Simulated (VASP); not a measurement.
Input:

```xyz
2
Lattice="2.6958 0.0000 0.0000 0.0000 2.6958 0.0000 0.0000 0.0000 3.7145" Properties=species:S:1:pos:R:3 pbc="T T T"
Fe     0.0000     2.6958     0.0000
Pt     1.3479     1.3479     1.8572
```
Starting moments (μB, in the order of the record's atoms Fe Pt): 2.9 0.3.

These are revTPSS meta-GGA, VASP's PBE PAW potentials (set 64) (plane waves; VASP) values and carry that method's errors. Run with 520 eV cut-off, 15×15×11 Γ-centred mesh, tetrahedra with Blöchl corrections, potentials Fe Pt.

### Question
Give the spin-up energies of bands 1 to 13 at the high-symmetry points, in eV from the Fermi level.

### Answer

| band | Γ | X | M | Z | R | A |
|---|---|---|---|---|---|---|
| 1 | -9.84 | -6.33 | -7.23 | -7.98 | -6.80 | -6.40 |
| 2 | -6.68 | -5.01 | -6.05 | -6.01 | -6.72 | -5.05 |
| 3 | -6.41 | -4.69 | -5.99 | -5.92 | -3.87 | -5.05 |
| 4 | -3.60 | -4.50 | -5.99 | -3.82 | -3.81 | -4.41 |
| 5 | -3.60 | -3.68 | -1.52 | -2.93 | -3.65 | -3.71 |
| 6 | -3.12 | -3.68 | -1.15 | -2.85 | -3.31 | -3.71 |
| 7 | -2.25 | -2.80 | -0.59 | -2.48 | -1.32 | -2.54 |
| 8 | -2.10 | -2.71 | -0.56 | -2.48 | -0.95 | -1.84 |
| 9 | -0.55 | -2.30 | -0.56 | -2.21 | -0.78 | -1.14 |
| 10 | -0.44 | -1.66 | 0.67 | -2.21 | -0.64 | 0.67 |
| 11 | -0.44 | 0.10 | 1.59 | -2.00 | -0.58 | 6.97 |
| 12 | 2.11 | 2.19 | 1.59 | -0.84 | -0.43 | 6.97 |
| 13 | 9.83 | 10.39 | 7.94 | 15.46 | 4.96 | 7.87 |

### Question
Give the spin-down energies of bands 1 to 13 at the high-symmetry points, in eV from the Fermi level.

### Answer

```json
[
 {"band": "1", "Γ": "-9.66", "X": "-6.16", "M": "-6.80", "Z": "-7.87", "R": "-6.38", "A": "-6.21"},
 {"band": "2", "Γ": "-6.02", "X": "-4.79", "M": "-5.17", "Z": "-5.66", "R": "-6.17", "A": "-4.83"},
 {"band": "3", "Γ": "-5.99", "X": "-4.45", "M": "-5.17", "Z": "-5.46", "R": "-3.03", "A": "-4.83"},
 {"band": "4", "Γ": "-2.42", "X": "-3.60", "M": "-4.89", "Z": "-2.68", "R": "-2.94", "A": "-1.94"},
 {"band": "5", "Γ": "-2.42", "X": "-2.58", "M": "1.07", "Z": "-1.95", "R": "-2.25", "A": "-1.56"},
 {"band": "6", "Γ": "-0.88", "X": "-1.40", "M": "1.43", "Z": "-1.95", "R": "-0.59", "A": "-1.35"},
 {"band": "7", "Γ": "-0.76", "X": "-1.19", "M": "1.78", "Z": "-1.51", "R": "-0.51", "A": "-1.35"},
 {"band": "8", "Γ": "0.68", "X": "-0.91", "M": "1.78", "Z": "-0.59", "R": "-0.44", "A": "0.90"},
 {"band": "9", "Γ": "1.84", "X": "0.78", "M": "1.82", "Z": "0.23", "R": "1.03", "A": "1.08"},
 {"band": "10", "Γ": "1.84", "X": "0.84", "M": "1.86", "Z": "0.57", "R": "1.63", "A": "1.82"},
 {"band": "11", "Γ": "2.01", "X": "2.54", "M": "1.89", "Z": "0.57", "R": "1.74", "A": "7.80"},
 {"band": "12", "Γ": "2.32", "X": "2.75", "M": "1.89", "Z": "1.78", "R": "1.90", "A": "7.80"},
 {"band": "13", "Γ": "10.79", "X": "11.31", "M": "8.95", "Z": "16.06", "R": "6.03", "A": "9.04"}
]
```

It has no gap at this level: it comes out as a metal or semimetal.

The compound is FePt in the L1_0 structure. It was relaxed first.
